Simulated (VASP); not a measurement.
These are r2SCAN meta-GGA, VASP's PBE PAW potentials (set 64) (plane waves; VASP 6.6.1) values and carry that method's errors.

VASP input:

KPOINTS:
```
Automatic mesh
0
Gamma
5 5 2
0 0 0
```

**INCAR**
```
SYSTEM = HgTe
PREC = Accurate
ENCUT = 400
EDIFF = 1E-6
NELM = 100
ALGO = Normal
LREAL = .FALSE.
LASPH = .TRUE.
ISMEAR = 0
SIGMA = 0.05
METAGGA = R2SCAN
LMIXTAU = .TRUE.
LMAXMIX = 6
LWAVE = .FALSE.
LCHARG = .FALSE.
IBRION = 2
ISIF = 3
NSW = 60
EDIFFG = -0.02
```

File POSCAR:
```
HgTe
1.0
  4.6607864911   0.0000000000   0.0000000000
 -2.3303932455   4.0363591973   0.0000000000
  0.0000000000   0.0000000000  10.4164442908
Hg Te
3 3
Cartesian
  0.7099499162   1.2296692326   0.0000000000
  3.2408866587   0.0000000000   3.4721446248
 -1.6204433293   2.8066899647   6.9442996660
  1.1347831175   1.9655018663   5.2082221454
  2.3912202561   0.0000000000   8.6803667702
  3.4651763631   2.0708573310   1.7360775206
```

POTCAR, in this order: Hg Te (PBE.64 set). Program: vasp_std.

Problem. Estimate the energy per atom (σ→0), volume per atom.

Solution. 
The energy per atom (σ→0) comes out as -37.542 eV/atom. The volume per atom is 32.89 Å³/atom.

### OSZICAR
```
...
DAV:   4    -0.225253422151E+03    0.58667E-03   -0.65433E-04   680   0.178E-01    0.356E-02
DAV:   5    -0.225253659612E+03   -0.23746E-03   -0.87246E-04   648   0.212E-01    0.223E-02
DAV:   6    -0.225253941753E+03   -0.28214E-03   -0.15711E-04   640   0.864E-02    0.121E-02
DAV:   7    -0.225253931682E+03    0.10071E-04   -0.11943E-05   688   0.233E-02    0.540E-03
DAV:   8    -0.225253943303E+03   -0.11621E-04   -0.84115E-06   592   0.215E-02    0.183E-03
DAV:   9    -0.225253945344E+03   -0.20401E-05   -0.97939E-07   424   0.739E-03    0.107E-03
DAV:  10    -0.225253944611E+03    0.73259E-06   -0.72576E-07   416   0.755E-03
   5 F= -.22525394E+03 E0= -.22525394E+03  d E =-.878441E-03
```

The structure comes from a computed database's HgTe entry (P3_121); how it stands against other phases isn't given here. This run relaxes it. Symmetry was kept, so distortions that lower it aren't found. The start is the result of an earlier pass.
